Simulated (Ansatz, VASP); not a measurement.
## In2TeS (In2STe bilayer, AB) in two plane-wave programs

Wanted: the spread between two codes on one cell, functional and k mesh. The structure shown is the start of the Ansatz relaxation below; VASP solves that cell, so the two are compared at the walk's first step.

Program: Ansatz 0.2.0. Level of theory: plane waves, with VASP 6.6.1 beside it; single point at PBE with D3(BJ). Results are calculated unless marked as measured.

### 1. The structure

The cell holds 8 atoms: 2 Te, 4 In and 2 S. Its edges and angles: a = 4.157 Å, b = 4.157 Å, c = 57.426 Å, α = 90.0°, β = 90.0°, γ = 120.0°. Vacuum lies along c.

### 2. Ansatz: relaxation, PBE with D3(BJ)

Ansatz runs on its default PAW (the set named soft_2) files.

The two programs are compared at the cell with which this relaxation starts, whose forces are those of its first step.

File input.yaml:

```yaml
crystal:
  lattice:
    - [4.1574, 0.0, 0.0]
    - [-2.0787, 3.6004140137, 0.0]
    - [0.0, 0.0, 57.4264889263]
  atoms:
    - { symbol: Te, position: [0.3333333333, 0.6666666667, 0.3848398259] }
    - { symbol: In, position: [0.0, 0.0, 0.4109460968] }
    - { symbol: In, position: [0.0, 0.0, 0.4604006264] }
    - { symbol: S, position: [0.3333333333, 0.6666666667, 0.4725736323] }
    - { symbol: Te, position: [0.6666666667, 0.3333333333, 0.5274263677] }
    - { symbol: In, position: [0.3333333333, 0.6666666667, 0.5535326385] }
    - { symbol: In, position: [0.3333333333, 0.6666666667, 0.6029871682] }
    - { symbol: S, position: [0.6666666667, 0.3333333333, 0.6151601741] }
  periodic: [true, true, false]
kpoints:
  mp_grid: { grid: [12, 12, 1] }
hamiltonian:
  xc: pbe
  dispersion: d3bj
scf:
  occupations: { method: fermi_dirac, width: 0.05 }
  convergence: { dr2_threshold: 1.0e-09 }
relax:
  f_tol: 0.004
  max_steps: 90
  cell: {}
output:
  write_potential: true
  write_density: true
  volumetric_format: npy
```

On the command line:

```console
ansatz run input.yaml --threads 8 --pin off --max-ram 12288MiB --backend cpu --events-out ev --progress --plain --runs-dir out
```

Numbers of over 12 decimals in the logs are rounded to 6 here.

Log:

```text
Warning: relax.cell: scf.convergence.dr2_threshold = 1e-9 eV is looser than the 1.48293753994e-10 eV advised for a relaxation that steers and ends on the stress (1e-10 eV for each atom of the cell: 8, times the square of relax.cell.stress_2d_tol = 0.05 N/m over 23.2 Å (the atoms' height at the walk's start and 5 Å past either face), 2.153e-2 GPa, over a crystal's default 0.05). What an SCF threshold leaves in a stress goes as its square root, and in the free energy as the threshold itself, and one threshold admits the most on a small cell: [figures from the program's tests cut] Set scf.convergence.dr2_threshold to 1.48293753994e-10 eV or tighter. [rest of the remark cut]
Engine: ansatz 0.2.0, x86_64-unknown-linux-gnu
Pseudopotentials: kind: paw
Pseudopotential: Te, paw, valence charge 16, recommended cutoff 420 eV (normal), Te.paw.azcp
Pseudopotential: In, paw, valence charge 13, recommended cutoff 420 eV (normal), In.paw.azcp
Pseudopotential: S, paw, valence charge 6, recommended cutoff 420 eV (normal), S.paw.azcp
Functional definition: PBE
  parameter kappa = 0.804
  parameter beta = 0.066725
  exchange = pbe_x(kappa = kappa, mu = beta*pi^2/3)
  correlation = pbe_c(beta = beta)
Crystal: 8 atoms, lattice volume = 859.580 Å³
Basis set: ecut = 420 eV, 16601 PW (Γ), exchange–correlation on 60×60×768 points (8 copies of the dense FFT grid, shifted against one another)
Bands: 58, of which v1, the nominal top of the filled ones, is band 48 counted from 1 (47 counted from 0)
Symmetry: 6 space group operations
Space group: P3m1 (ITA 156), of the structure as read, at distance tolerance 9.5e-5 Å
k-points: 19 of 144 (time reversal used)
Non-local potential: Te, projectors of the file, l = 0: 2, l = 1: 2, l = 2: 2, l = 3: 2
Non-local potential: In, projectors of the file, l = 0: 2, l = 1: 2, l = 2: 2, l = 3: 2
Non-local potential: S, projectors of the file, l = 0: 2, l = 1: 2, l = 2: 2
PAW form: soft (Blöchl's): semilocal exchange-correlation on the pseudo side does not see the compensation charge
PAW one-centre angular grid: Te, 590 points (default); XC on 64 Gauss nodes
PAW one-centre angular grid: In, 590 points (default); XC on 64 Gauss nodes
PAW one-centre angular grid: S, 110 points (default); XC on 64 Gauss nodes
Initial density: superposition of atomic densities (neutral atoms: chi_scale 0, normalization atom), corrected by the library's trained network
Initial wavefunctions: pseudopotential atomic-orbital guess
Functional: x = pbe(κ = 0.804, μ = 0.219515), c = pbe(β = 0.066725)
SCF iter   1: F=—  HF=-38160.190461 eV  |F-HF|=—  |Δ(HF+E_count)|=         —  Δρ=8.61e-4  dr2=4.11e-2  ethr=1.77e-3  ⟨swp⟩=13.6  Hψ=6277  notcnv=0  defer=17
preconditioner: auto → Resta (q_TF=auto, 1.893 Å⁻¹)  ε∞=1.7  [insulator: Δε(μ)=0.603 eV  Ē_g=13.292 eV  σ=0.050 eV  W_gap=0.99  n_scr=112 (ndim 8)  ℏωp=11.0 eV  f_vac=0.703  D(μ)=0.00/eV (n_scr^D=0)  ε∞_Penn≈1.7  vacuum switching on, ρ_ref=1.3e-2 e/Å³]
SCF iter   2: F=—  HF=-38160.203835 eV  |F-HF|=—  |Δ(HF+E_count)|=   1.34e-2  Δρ=1.07e-3  dr2=2.05e-1  ethr=4.29e-5  ⟨swp⟩=5.1  Hψ=3293  notcnv=0  defer=66
preconditioner: auto → LDOS  [insulator: Δε(μ)=0.215 eV  Ē_g=13.289 eV  σ=0.050 eV  W_gap=0.79  n_scr=112 (ndim 8)  ℏωp=11.0 eV  f_vac=0.703  D(μ)=0.14/eV (n_scr^D=2)  ε∞_Penn≈1.7  β→1.0]
SCF iter   3: F=—  HF=-38160.192802 eV  |F-HF|=—  |Δ(HF+E_count)|=   1.10e-2  Δρ=5.93e-4  dr2=1.77e-2  ethr=4.29e-5  ⟨swp⟩=3.9  Hψ=1425  notcnv=0  defer=66
SCF iter   4: F=—  HF=-38160.189724 eV  |F-HF|=—  |Δ(HF+E_count)|=   3.08e-3  Δρ=1.96e-4  dr2=2.50e-3  ethr=1.84e-5  ⟨swp⟩=2.5  Hψ=1685  notcnv=0  defer=71
SCF iter   5: F=—  HF=-38160.189516 eV  |F-HF|=—  |Δ(HF+E_count)|=   2.08e-4  Δρ=8.56e-5  dr2=2.96e-4  ethr=2.60e-6  ⟨swp⟩=2.9  Hψ=1662  notcnv=0  defer=71
SCF iter   6: F=—  HF=-38160.189499 eV  |F-HF|=—  |Δ(HF+E_count)|=   1.70e-5  Δρ=4.05e-5  dr2=1.12e-4  ethr=3.08e-7  ⟨swp⟩=2.8  Hψ=1532  notcnv=0  defer=71
SCF iter   7: F=—  HF=-38160.189498 eV  |F-HF|=—  |Δ(HF+E_count)|=   1.60e-6  Δρ=1.40e-5  dr2=1.89e-6  ethr=1.17e-7  ⟨swp⟩=2.4  Hψ=1486  notcnv=0  defer=71
SCF iter   8: F=—  HF=-38160.189288 eV  |F-HF|=—  |Δ(HF+E_count)|=   2.09e-4  Δρ=5.69e-6  dr2=9.11e-7  ethr=1.97e-9  ⟨swp⟩=3.2  Hψ=2428  notcnv=0  defer=71
SCF iter   9: F=—  HF=-38160.189289 eV  |F-HF|=—  |Δ(HF+E_count)|=   2.57e-7  Δρ=2.50e-6  dr2=8.97e-8  ethr=9.49e-10  ⟨swp⟩=2.6  Hψ=1553  notcnv=0  defer=71
[...]
SCF iter   3: F=—  HF=-38160.617550 eV  |F-HF|=—  |Δ(HF+E_count)|=   3.30e-7  Δρ=4.93e-6  dr2=2.31e-6  ethr=3.46e-10  ⟨swp⟩=3.3  Hψ=2200  notcnv=0  recentre
SCF iter   4: F=—  HF=-38160.617550 eV  |F-HF|=—  |Δ(HF+E_count)|=   1.63e-7  Δρ=2.46e-6  dr2=9.06e-8  ethr=3.46e-10  ⟨swp⟩=2.8  Hψ=1506  notcnv=0
SCF iter   5: F=—  HF=-38160.617550 eV  |F-HF|=—  |Δ(HF+E_count)|=   6.81e-9  Δρ=6.91e-7  dr2=1.00e-8  ethr=9.44e-11  ⟨swp⟩=2.6  Hψ=1578  notcnv=0
SCF iter   6: F=—  HF=-38160.617550 eV  |F-HF|=—  |Δ(HF+E_count)|=  6.98e-10  Δρ=2.66e-7  dr2=3.04e-9  ethr=1.05e-11  ⟨swp⟩=2.7  Hψ=1677  notcnv=0
SCF iter   7: F=-38160.617550 eV  HF=-38160.617550 eV  |F-HF|=5.82e-11  |Δ(HF+E_count)|=  4.37e-10  Δρ=1.59e-7  dr2=1.94e-10  ethr=1.04e-12  ⟨swp⟩=12.4  Hψ=8619  notcnv=0
SCF 8 converged in 7 iterations: F = -38160.617550 eV  dr2 = 1.94e-10
relax step   8: F+E_penalty+E_count = -38160.61754969 eV  Δ(F+E_penalty+E_count) = +1.273e-3 eV  max|allowed force component| = 1.024e-3 eV/Å  Δτ_max = 0.0000 Å  P = -0.001 N/m  Ω = 836.730 Å³  fix = [c, alpha, beta]  reactions: c -0.000 N/m  stress off target by 8.78e-4 N/m on what of the cell is left free  SCF on the basis re-selected at this cell (its energy is not comparable with the rows above)  (7 SCF iters)
basis re-selected at this cell: Δ(F+E_penalty+E_count) = +1.273e-3 eV, ΔP = -0.003 N/m vs the last step (what re-selecting the basis moved, of the pressure what is left beyond the Pulay correction that the steps carried, after the strain that the cell walked since its last selection, with what the two solves' SCF thresholds leave and, on support functions, any second-order correction that the steps lacked; it is no m [...]
WARN: The output density's exchange-correlation potential varies sharply where the density is thin. Do not read a vacuum level from v_tot or v_xc, or from such a field of the output density. On a cell that repeats whose density bears no net charge and no dipole along the vacuum's axis use v_es (v_loc + v_h of the components); under efield.dipole_correction with no amplitude use v_es + v_field, which holds any externa [...]
SCF converged after 7 iterations
Free energy (F): -38160.617550 eV
Harris-Foulkes:  -38160.617550 eV  (|F-HF|=5.82e-11)
Internal energy: -38160.617448 eV  (E = F + TS)
E sigma→0 (E₀):  -38160.617499 eV
Entropy (-TS):   -0.000101 eV (-0.013 meV/atom)
Fermi energy:    -4.951150 eV
--- Per-component energies (eV) ---
  E_band       = -1980.314013
  E_kinetic    = 1543.343814
  E_local      = -521595.405459  (includes V_loc(G=0)·N_el)
  E_nonlocal   = 905.775369
  E_hartree    = 259964.025087
  E_xc         = -1302.078474
  E_vxc        = -777.601174  (∫ρ·V_xc dr)
  E_paw        = -27145.683833  (= ΣΔE_a)
  E_vpaw       = -1984.473270  (= ΣTr[D̂ρ^β])
  E_aug_tail   = -0.000248  (compensation charges beyond the density's cutoff)
  E_ewald      = 249471.532519
  E_disp       = -2.126223  (pairwise vdW)
  E_smearing   = -0.000101  (= −TS)
  E_closure    = 0.000000  (closes the sum)
  Σ components = -38160.617550   (vs F -38160.617550, Δ=0.00e0)
--- Forces (eV/Å), atoms counted from 1 ---
  atom   1  Te     0.00000000    -0.00000000     0.00031467
  atom   2  In     0.00000000     0.00000000    -0.00006552
  atom   3  In     0.00000000     0.00000000    -0.00052135
  atom   4  S      0.00000000     0.00000000     0.00018360
  atom   5  Te     0.00000000    -0.00000000     0.00022991
  atom   6  In     0.00000000    -0.00000000     0.00025993
  atom   7  In     0.00000000     0.00000000    -0.00102447
  atom   8  S      0.00000000     0.00000000     0.00062295
  max |Σ_I F_I| component: 2.81e-7 eV/Å
--- 2D stress c σ (N/m, compression-positive) ---
       -0.000878       0.000000      -0.000000
        0.000000      -0.000878      -0.000000
       -0.000000      -0.000000      -0.000000
  P = ½ c Tr σ = -0.0009 N/m
--- Band table (eV; the first three rows and the last of 19) ---
  k-point 0: bands = [... 44 lower, -5.5116, -5.5116, -5.2253, -5.2253, -4.7280, -3.9928, -2.7624, -2.2671, ... 6 higher]
  k-point 1: bands = [... 44 lower, -5.7012, -5.6241, -5.4773, -5.3349, -4.3848, -3.8039, -2.4054, -1.9849, ... 6 higher]
  k-point 2: bands = [... 44 lower, -6.0328, -5.8999, -5.6047, -5.5303, -3.8631, -3.4375, -2.5730, -2.2076, ... 6 higher]
  k-point 18: bands = [... 44 lower, -7.2035, -7.1588, -6.8334, -6.6952, -3.5635, -3.4158, -3.0380, -2.8144, ... 6 higher]
  the weakly bound empty levels are not read free of the cell's end (no_gap_told)
--- Relaxed structure (7 steps of the walk, 7 accepted, 1 SCFs on fresh bases) ---
  F+E_penalty+E_count = -38160.61754969 eV   max|allowed force component| = 1.024e-3 eV/Å   (the final SCF, on the basis selected at the relaxed cell)
  cell:  # Å, volume = 836.7300 Å³
    - [4.101769, -4.117504879618725e-18, 0]
    - [-2.050885, 3.552236, 0]
    - [0, 0, 57.4264889263]
  atoms:
    - { symbol: Te, position: [0.333333, 0.666667, 0.382001] }
    - { symbol: In, position: [-1.8503717076008887e-17, -3.238150488543893e-17, 0.408443] }
    - { symbol: In, position: [-1.8503717076008887e-17, -3.238150488543893e-17, 0.457083] }
    - { symbol: S, position: [0.333333, 0.666667, 0.475497] }
    - { symbol: Te, position: [0.666667, 0.333333, 0.527488] }
    - { symbol: In, position: [0.333333, 0.666667, 0.553876] }
    - { symbol: In, position: [0.333333, 0.666667, 0.602541] }
    - { symbol: S, position: [0.666667, 0.333333, 0.620937] }
```

(Continued in part 2 of 2.)

[Lines on the potential files, build, host, timing and source positions are cut from VASP's logs without a mark.]

[Logs are printed without paths, hosts, clocks, repeated set-up lines and the standing remarks that a program may print on its own settings, such as how far it seeks lower states.]

[Hosts, paths, dates, database ids (printed as entryN), source tags and the programs' standing remarks are cut or masked in the printed files.]
